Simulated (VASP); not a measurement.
All values below come from PBEsol GGA, VASP's PBE PAW potentials (set 64) (plane waves; VASP).

A VASP calculation is set up with these files.

### POSCAR
```
Y3Ge
7.3344460
  0.0000000000   0.5000000125   0.5000000125
  0.5000000125   0.0000000000   0.5000000125
  0.5000000125   0.5000000125   0.0000000000
Ge Y
1 3
Direct
  1.0000000000   1.0000000000   0.0000000000
  0.5000000000   0.5000000000   0.5000000000
  0.2500000000   0.2500000000   0.2500000000
  0.7500000000   0.7500000000   0.7500000000
```

### INCAR
```
SYSTEM = Y3Ge
PREC = Accurate
ENCUT = 400
EDIFF = 1E-7
NELM = 100
ALGO = Normal
LREAL = .FALSE.
LASPH = .TRUE.
ISMEAR = -5
GGA = PS
LMAXMIX = 4
LWAVE = .FALSE.
LCHARG = .TRUE.
LORBIT = 11
NEDOS = 601
ISIF = 2
LEFG = .TRUE.
```

File KPOINTS:
```
K-points
0
Gamma
8 8 8
0 0 0
```

POTCAR, in this order: Ge_d Y_sv (PBE.64 set). Program: vasp_std.

What VASP printed:

File OSZICAR:
```
       N       E                     dE             d eps       ncg     rms          rms(c)
DAV:   1     0.338003156005E+03    0.33800E+03   -0.20295E+04  1872   0.224E+03
DAV:   2     0.216087234156E+02   -0.31639E+03   -0.30867E+03  1636   0.618E+02
DAV:   3    -0.201172672814E+02   -0.41726E+02   -0.40151E+02  1992   0.140E+02
DAV:   4    -0.266895042206E+02   -0.65722E+01   -0.63978E+01  2832   0.387E+01
DAV:   5    -0.268985856832E+02   -0.20908E+00   -0.20678E+00  2184   0.657E+00    0.399E+01
DAV:   6    -0.260261676508E+02    0.87242E+00   -0.24426E+00  2388   0.705E+00    0.269E+01
DAV:   7    -0.260041976609E+02    0.21970E-01   -0.16030E+00  2648   0.742E+00    0.270E+00
DAV:   8    -0.259780805565E+02    0.26117E-01   -0.26364E-01  2108   0.286E+00    0.136E+00
DAV:   9    -0.259781638886E+02   -0.83332E-04   -0.32465E-02  2208   0.172E+00    0.107E+00
DAV:  10    -0.259780559881E+02    0.10790E-03   -0.35045E-03  2272   0.375E-01    0.125E-01
DAV:  11    -0.259781154369E+02   -0.59449E-04   -0.67794E-04  2224   0.211E-01    0.558E-02
DAV:  12    -0.259780864225E+02    0.29014E-04   -0.74633E-05  2012   0.546E-02    0.430E-02
DAV:  13    -0.259780771585E+02    0.92641E-05   -0.15771E-05  2208   0.283E-02    0.149E-02
DAV:  14    -0.259780677291E+02    0.94294E-05   -0.74960E-06  2520   0.207E-02    0.124E-02
DAV:  15    -0.259780718218E+02   -0.40927E-05   -0.78767E-07  1916   0.738E-03    0.453E-03
DAV:  16    -0.259780730443E+02   -0.12225E-05   -0.57022E-07  1988   0.522E-03    0.166E-03
DAV:  17    -0.259780728819E+02    0.16248E-06   -0.66760E-08  1252   0.158E-03    0.973E-04
DAV:  18    -0.259780725510E+02    0.33086E-06   -0.26359E-08  1112   0.136E-03    0.258E-04
DAV:  19    -0.259780725675E+02   -0.16524E-07   -0.61813E-09  1104   0.610E-04
   1 F= -.25978073E+02 E0= -.25978073E+02  d E =0.000000E+00
```

### OUTCAR
```
------------------------ aborting loop because EDIFF is reached ----------------------------------------
  FORCE on cell =-STRESS in cart. coord.  units (eV):
  Direction    XX          YY          ZZ          XY          YZ          ZX
  --------------------------------------------------------------------------------------
  Total        0.1440034      0.1440034      0.1440034     -0.0000000     -0.0000000      0.0000000
  in kB        2.3390600      2.3390600      2.3390600     -0.0000000     -0.0000000      0.0000000
  external PRESSURE =       2.3390600 kB  Pullay stress =       0.0000000 kB
  volume of cell :       98.64
      direct lattice vectors                 reciprocal lattice vectors
     0.000000000  3.667223092  3.667223092    -0.136342946  0.136342946  0.136342946
     3.667223092  0.000000000  3.667223092     0.136342946 -0.136342946  0.136342946
     3.667223092  3.667223092  0.000000000     0.136342946  0.136342946 -0.136342946
 POSITION                                       TOTAL-FORCE (eV/Angst)
 -----------------------------------------------------------------------------------
      0.00000      0.00000      0.00000         0.000000     -0.000000     -0.000000
      3.66722      3.66722      3.66722         0.000000     -0.000000      0.000000
      1.83361      1.83361      1.83361         0.000000      0.000000      0.000000
      5.50083      5.50083      5.50083        -0.000000     -0.000000     -0.000000
 -----------------------------------------------------------------------------------
    total drift:                               -0.000000      0.000000      0.000000
  FREE ENERGIE OF THE ION-ELECTRON SYSTEM (eV)
  ---------------------------------------------------
  free  energy   TOTEN  =       -25.9780725675 eV

  energy  without entropy=      -25.9780725675  energy(sigma->0) =      -25.97807257

 total charge

# of ion       s       p       d       f       tot
--------------------------------------------------
    1        1.107   1.127   9.994   0.000  12.228
    2        2.356   6.170   1.200   0.018   9.744
    3        2.242   6.276   1.151   0.020   9.689
    4        2.242   6.276   1.151   0.020   9.689
--------------------------------------------------
tot          7.947  19.848  13.496   0.057  41.348

 Electric field gradients after diagonalization (V/A^2)
 (convention: |V_zz| > |V_xx| > |V_yy|)
----------------------------------------------------------------------
 ion       V_xx      V_yy      V_zz     asymmetry (V_yy - V_xx)/ V_zz
----------------------------------------------------------------------
   1       0.006     0.006    -0.011       0.000
   2       0.000     0.000    -0.001       0.000
   3       0.000     0.000    -0.001       0.000
   4       0.000     0.000    -0.001       0.000
```
(Selected blocks of OUTCAR.)

For a metal the tetrahedron method with Blöchl corrections gives inexact stress and forces.

The structure was generated: Y3Ge was put into the D03 type (Fm-3m), which need not be its known phase. It was relaxed first, which changed the volume by -30 %. The electron count is odd and the run is not spin-polarised, which forces a metal.
